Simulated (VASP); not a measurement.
Energy against volume of InAs (zinc blende). Method: PBE GGA with D4 dispersion, VASP's PBE PAW potentials (set 64) (plane waves; VASP).

```json
[
 {"V (Å³/atom)": "26.820", "E (eV/atom)": "-4.16804"},
 {"V (Å³/atom)": "27.676", "E (eV/atom)": "-4.18306"},
 {"V (Å³/atom)": "28.532", "E (eV/atom)": "-4.18768"},
 {"V (Å³/atom)": "29.388", "E (eV/atom)": "-4.18359"},
 {"V (Å³/atom)": "30.243", "E (eV/atom)": "-4.17215"}
]
```

Q: Fit a third-order Birch-Murnaghan equation of state.

A: 
```
Quantity                                         Value
---------------------------------------  -------------
volume per atom                          28.53 Å³/atom
bulk modulus                                  54.3 GPa
pressure derivative of the bulk modulus           4.78
lattice constant a                             6.112 Å
```

Measured: bulk modulus 58.6 GPa at 0 K (computed value off by -7.3 %), as given by Daniel Mejia-Rodriguez et al., Physical Review B (2018), arXiv:1807.09216 [0 K value with the zero-point phonon effect removed]; a 6.047 Å at 0 K (computed value off by +1.1 %), as given by Daniel Mejia-Rodriguez et al., Physical Review B (2018), arXiv:1807.09216 [static lattice: zero-point anharmonic expansion removed].

The compound is InAs in the zinc blende structure. It was relaxed first.
